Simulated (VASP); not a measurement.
VASP runs on TiHg (space group P4/mmm) share one base input (LDA (Ceperley-Alder, Perdew-Zunger), plane waves, VASP's LDA PAW potentials (set 64)) and change the settings named in each case.

### KPOINTS
```
Automatic
0
G
 7 7 6
0 0 0
```

**INCAR**
```
PREC = Accurate
NELM = 100
ISPIN = 2
LMAXMIX = 6
EDIFF = 1E-6   ! SCF stop (eV)
ISMEAR = -1   ! Fermi-Dirac
LREAL = F   ! projection in real space or not
ALGO = Normal   ! blocked Davidson
LASPH = T
LORBIT = 11   ! lm-projected
ENCUT = 300
LWAVE = F
ISIF = 2   ! forces and stress, cell fixed
LCHARG = F
SIGMA = 0.05   ! width (eV)
SYSTEM = TiHg
```

POSCAR:
```
TiHg
3.0025830
  1.0000000000   0.0000000000   0.0000000000
  0.0000000000   1.0000000000   0.0000000000
  0.0000000000   0.0000000000   1.3600007061
Ti Hg
1 1
Direct
  0.5000000000   0.5000000000   0.5000000000
  0.0000000000   0.0000000000   0.0000000000
```

POTCAR, in this order: Ti_sv Hg (LDA.64 set). Program: vasp_std. The INCAR's line for the spin-polarised start is left out here.

```tsv
change	E(σ→0) (eV/atom)	pressure (GPa)	−TS (eV)
base run	-4.8978	-7.06	-0.0253
GGA = PS, POTCAR Ti_sv Hg (PBE.64 set)	-4.5850	…	…
GGA_COMPAT = .FALSE., ISPIN removed, ISYM = 0, LNONCOLLINEAR = .TRUE., LSORBIT = .TRUE., another spin-polarised start, program vasp_ncl	-5.0799	-7.84	-0.0253
KPOINTS 3×3×2 Γ-centred mesh	-4.8248	-7.34	-0.0304
```

**Question.** Fill in the missing entries.

**Answer.** 
- GGA = PS, POTCAR Ti_sv Hg (PBE.64 set), pressure (GPa): -3.03
- GGA = PS, POTCAR Ti_sv Hg (PBE.64 set), −TS (eV): -0.0164

Energies of different potentials or functionals have different zeros.  The run has a spin-polarised start. Unless said otherwise, spin-orbit coupling is left out, though it shifts the bands of the heavy elements here. At 300 eV the pressure can carry a Pulay error.

Left out are runs that ran out of time, are held back, or changed the cell or the kind of run, fixed moments of cells without a moment, rows past the twelfth, gaps on odd meshes, pressures of charged cells and columns that move by less than the noise.

The structure comes from a computed database's TiHg entry (P4/mmm); how it stands against other phases isn't given here. The cell was not relaxed at this level, its lattice was scaled by up to 2.5 %.
